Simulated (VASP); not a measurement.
Here is the system:

```xyz
1
Lattice="-1.6824 1.6824 1.6824 1.6824 -1.6824 1.6824 1.6824 1.6824 -1.6824" Properties=species:S:1:pos:R:3 pbc="T T T"
Ta     0.0000     0.0000     0.0000
```

Method: TPSS meta-GGA, VASP's PBE PAW potentials (set 64) (plane waves; VASP). Numerical set-up: 520 eV cut-off, 15×15×15 Γ-centred mesh, first-order Methfessel-Paxton smearing of 0.10 eV, potentials Ta_pv.

**Question.** Give the stress tensor in GPa (positive for a compressed cell).

**Answer.** 
```
-10.83    0.00    0.00
  0.00  -10.83    0.00
  0.00    0.00  -10.83
```
The pressure is its mean diagonal, -10.83 GPa.

The compound is Ta in the bcc structure. This cell is one point of a volume scan, at 1.06 of the reference volume.
